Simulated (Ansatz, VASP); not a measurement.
**One calculation of Si2I, two programs**

```
CELL_PARAMETERS angstrom
3.60013 0.00000 0.00000
0.00000 3.60013 0.00000
0.00000 0.00000 11.72555
ATOMIC_POSITIONS crystal
Si 0.50000 0.00000 0.90828
Si 0.00000 0.50000 0.09172
Si 0.50000 0.00000 0.12163
Si 0.00000 0.50000 0.87837
I 0.50000 0.00000 0.34163
I 0.00000 0.50000 0.65837
```

Change from the starting cell: species swapped into the Ta2Se type (P4/nmm, No. 129).

Alike in both runs: functional PBE; k mesh 6 × 6 × 2; occupations gaussian, width 0.1 eV; no spin polarisation.

Ansatz relaxed the structure, and its values are those at the end. VASP's run is a single point on that final structure, the one shown.

|  | VASP | Ansatz |
| --- | --- | --- |
| version | VASP 6.6.1 | Ansatz 0.2.0 |
| potentials or method | VASP PAW PBE potentials, release 64 (Si, I) | scalar-relativistic, plane waves, PAW |
| plane-wave cutoff (eV) | 520 | 420 |
| valence electrons in the cell | 30 | 50 |

|  | VASP | Ansatz | Ansatz less VASP |
| --- | --- | --- | --- |
| gap on the k mesh at the Fermi level (eV) | none | none | - |
| pressure (GPa) | 0.2 | 0.2 | +0.01 |
| rms of the force components (eV/Å) | 0.013 | 0.012 | -0.0017 |

A gap of «none» marks a metal or a gap that the smearing closes. The two sets of potentials don't hold the same shells in valence.

Caveats: this functional lacks dispersion, which binds the layers, so the pressure and a relaxed spacing across them are unreliable. The runs have no spin-orbit coupling, so splittings on I are missing.
